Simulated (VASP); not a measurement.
```yaml
crystal:
  lattice:
    - [0.00000, 1.92000, 1.92000]
    - [1.92000, 0.00000, 1.92000]
    - [1.92000, 1.92000, 0.00000]
  atoms:
    - { symbol: Ir, position: [0.00000, 0.00000, 0.00000] }
```

Level of theory: PBE GGA, VASP's PBE PAW potentials (set 64) (plane waves; VASP). Run with EDIFF = 1E-3, 400 eV cut-off, 15×15×15 Γ-centred mesh, first-order Methfessel-Paxton smearing of 0.10 eV, potentials Ir.

### Question
Give the stress tensor in GPa (positive for a compressed cell).

### Answer

```
9.23  0.00  0.00
0.00  9.23  0.00
0.00  0.00  9.23
```
The pressure is its mean diagonal, 9.23 GPa.

The compound is Ir in the fcc structure. The cell was not relaxed at this level. The run is one of a series of settings (EDIFF = 1E-3 against the base run), some of them coarse on purpose.
